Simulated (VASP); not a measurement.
Crystal: In2Te2O.

```
CELL_PARAMETERS angstrom
4.32205 0.00000 0.00000
-2.16102 3.74300 0.00000
0.00000 0.00000 7.75181
ATOMIC_POSITIONS crystal
In 0.00000 0.00000 0.00000
In 0.66667 0.33333 0.00000
Te 0.33333 0.66667 0.25368
Te 0.33333 0.66667 0.74632
O 0.00000 0.00000 0.50000
```

The cell was built by a generator and needn't be a form met in nature.

- Program: VASP 6.6.1
- Task: relaxation of cell and atoms
- Functional: PBE
- Potentials or basis: VASP PAW PBE potentials, release 64 (In_d, Te, O)
- Cutoff: 520 eV
- k mesh: 4 × 4 × 2
- Occupations: gaussian, width 0.15 eV
- Spin: no spin polarisation

At the start: pressure 10.1 GPa; volume 25.08 Å³/atom.

Task: Where does the relaxation end?

Result: Over 20 steps the energy falls by 491.7 meV/atom and the volume is 26.72 Å³/atom (+6.5 %); space group P-6m2 (No. 187, to 0.05 Å).

The path:
```tsv
step	energy change (eV)	largest force (eV/Å)	pressure (GPa)	volume (Å³)
1	0.0000	1.5649	10.15	125.40
2	-1.3242	0.6476	-3.64	155.51
3	-1.3268	0.6996	-3.07	152.33
4	-1.8280	0.9965	-2.55	144.53
5	-2.0035	1.5466	6.56	122.50
6	-2.2587	1.0583	-0.74	136.59
7	-2.4082	0.4812	1.62	129.65
8	-2.4116	0.5872	1.03	130.59
9	-2.4110	0.5390	1.30	130.14
10	-2.4326	0.1704	0.39	133.34
11	-2.4373	0.0824	0.78	132.35
12	-2.4516	0.1582	-0.35	135.54
13	-2.4520	0.1364	-0.61	135.34
14	-2.4515	0.1471	-0.05	134.90
15	-2.4517	0.1436	-0.27	135.12
16	-2.4518	0.1391	-0.15	135.20
17	-2.4517	0.1502	-0.30	135.27
18	-2.4566	0.0776	-0.31	134.61
19	-2.4534	0.1172	0.40	132.59
20	-2.4584	0.0153	0.25	133.58
```

Final structure:
```
CELL_PARAMETERS angstrom
4.92355 0.00000 0.00000
-2.46177 4.26392 0.00000
0.00000 0.00000 6.36283
ATOMIC_POSITIONS crystal
In 0.00000 0.00000 0.00000
In 0.66667 0.33333 0.00000
Te 0.33333 0.66667 0.28725
Te 0.33333 0.66667 0.71275
O 0.00000 0.00000 0.50000
```

Caveat: the k mesh is coarse (spacing up to 0.42 Å⁻¹), so the values aren't converged; the relaxation stopped at a loose force limit of 0.08 eV/Å, so its end isn't a converged minimum.
